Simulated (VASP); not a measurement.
Input for VASP

### KPOINTS
```
Automatic mesh
0
Gamma
17 17 17
0 0 0
```

INCAR:
```
EDIFFG=-0.02   ! ionic stop
LCHARG=.FALSE.
LREAL=.FALSE.   ! projection in real space or not
LASPH=.TRUE.   ! aspherical one-centre terms
LMAXMIX=6
LWAVE=.FALSE.
ISMEAR=1
SIGMA=0.1
EDIFF=1E-6   ! SCF stop (eV)
NSW=40
ALGO=Normal
PSTRESS=450   ! kbar
ENCUT=500
SYSTEM=W
ISIF=3   ! ions, shape and volume
IBRION=2   ! conjugate gradients
NELM=100   ! most electronic steps
PREC=Accurate
```

**POSCAR**
```
W
1.0
 -1.5309287657   1.5309287657   1.5309287657
  1.5309287657  -1.5309287657   1.5309287657
  1.5309287657   1.5309287657  -1.5309287657
W
1
Cart
  0.0000000000   0.0000000000   0.0000000000
```

POTCAR, in this order: W_sv (LDA.64 set). Program: vasp_std.

Problem. Write an equivalent input for Quantum ESPRESSO's pw.x.

Solution. One equivalent input (not run):
```
&CONTROL
  calculation = 'vc-relax'
  pseudo_dir = './pseudo'
  outdir = './out'
  tprnfor = .true.
  tstress = .true.
  nstep = 40
  forc_conv_thr = 0.00078
/
&SYSTEM
  ibrav = 0
  nat = 1
  ntyp = 1
  ecutwfc = 70
  occupations = 'smearing'
  smearing = 'methfessel-paxton'
  degauss = 0.00735
  input_dft = 'pz'
/
&ELECTRONS
  conv_thr = 7.3e-08
  electron_maxstep = 100
/
&IONS
/
&CELL
  press = 450
/
ATOMIC_SPECIES
  W 183.840 W.upf
CELL_PARAMETERS angstrom
    -1.5309288    1.5309288    1.5309288
     1.5309288   -1.5309288    1.5309288
     1.5309288    1.5309288   -1.5309288
ATOMIC_POSITIONS crystal
  W    0.0000000  0.0000000  0.0000000
K_POINTS automatic
  17 17 17 0 0 0
```
What does not carry over: the potentials are each code's own (VASP's PAW set, PseudoDojo norm-conserving files in pw.x), so ENCUT and ecutwfc are chosen apart and not converted; conv_thr bounds pw.x's estimated SCF error, while EDIFF bounds the energy change between steps; forc_conv_thr acts on force components and is met together with etot_conv_thr.

The compound is W in the bcc structure. This run relaxes it under an external pressure of 45 GPa. Symmetry was kept, so distortions that lower it aren't found.
